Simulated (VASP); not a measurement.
Given:

```yaml
crystal:
  lattice:
    - [3.12314, 0.00000, 0.00000]
    - [-1.56157, 2.70472, 0.00000]
    - [0.00000, 0.00000, 12.06683]
  atoms:
    - { symbol: Mo, position: [0.66667, 0.33333, 0.75000] }
    - { symbol: Mo, position: [0.33333, 0.66667, 0.25000] }
    - { symbol: S, position: [0.66667, 0.33333, 0.37885] }
    - { symbol: S, position: [0.33333, 0.66667, 0.87885] }
    - { symbol: S, position: [0.33333, 0.66667, 0.62115] }
    - { symbol: S, position: [0.66667, 0.33333, 0.12115] }
```

The numbers are results of LDA (Ceperley-Alder, Perdew-Zunger), VASP's LDA PAW potentials (set 64) (plane waves; VASP), not measurements. Run with 480 eV cut-off, 9×9×2 Γ-centred mesh, Gaussian smearing of 0.050 eV, potentials Mo_sv S.

**Question.** Estimate the energy per atom (σ→0).

**Answer.** 
```yaml
energy per atom (σ→0): -8160 meV/atom
```

The compound is MoS2 in the 2H layered structure. It was relaxed first. The start is the result of an earlier pass.
